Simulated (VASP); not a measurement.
## Dielectric constant against band gap in diamond and zinc-blende semiconductors

PBE in VASP (plane waves, PAW), each solid at its own relaxed cell. ε∞ is the mean of the electronic tensor's diagonal from perturbation theory; gaps are the smallest, direct or not, over mesh and path, without spin-orbit coupling.

Here Eg stands for gap and y for ln ε∞.

| solid | gap (eV) | ln ε∞ | cut-off (eV) |
|---|---|---|---|
| Si | 0.61 | 2.565 | 400 |
| BAs | 1.20 | 2.291 | 520 |
| BP | 1.25 | 2.219 | 520 |
| SiC | 1.37 | 1.946 | 520 |
| AlP | 1.63 | 2.098 | 400 |
| BeTe | 2.02 | 2.020 | 400 |
| BeSe | 2.67 | 1.797 | 400 |
| C | 4.12 | 1.768 | 520 |
| BN | 4.45 | ? | 520 |

Problem. Fit y against Eg with a straight line in ln Eg, and predict the withheld value at Eg = 4.45.

Solution. With u = ln Eg - 0.5, the rows have u = -0.9943, -0.3177, -0.2769, -0.1852, -0.0114, 0.2031, 0.4821, 0.9159. Means: u -0.023050, y 2.0880. About the means, the sum of products is -0.99605 and the sum of squares of u is 2.3090; the slope is their ratio. Least squares gives y = 2.0781 - 0.43139·u. Residuals (row less fit): 0.0580, 0.0758, 0.0214, -0.2120, 0.0150, 0.0295, -0.0731, 0.0850; standard error 0.1066 (degrees of freedom: 6). The slope is -0.431 with a standard error of 0.070. So ε∞ goes as the gap to the power -0.43 over these rows; such a law is empirical and holds within one kind of bonding. At the withheld row, u = 0.9929, so y = 2.0781 - 0.43139 × 0.9929 = 1.6498. The calculation gives 1.529, 0.1208 below the prediction (11.7 % of the range of y in the table). The row lies outside the fitted rows, so this is an extrapolation. From the scatter of the fitted rows alone, a prediction at this place has a standard error of 0.1337, so the miss is 0.9 times that.

The run's ε∞ for BN is 4.61. Spin-orbit coupling is left out, which can shift this property for BAs, BeTe, BeSe. The rows are a random draw from the solids of this series computed here; series whose standard error about the line passes 12 to 30 % of the range of y, or with no trend, aren't shown in this form.
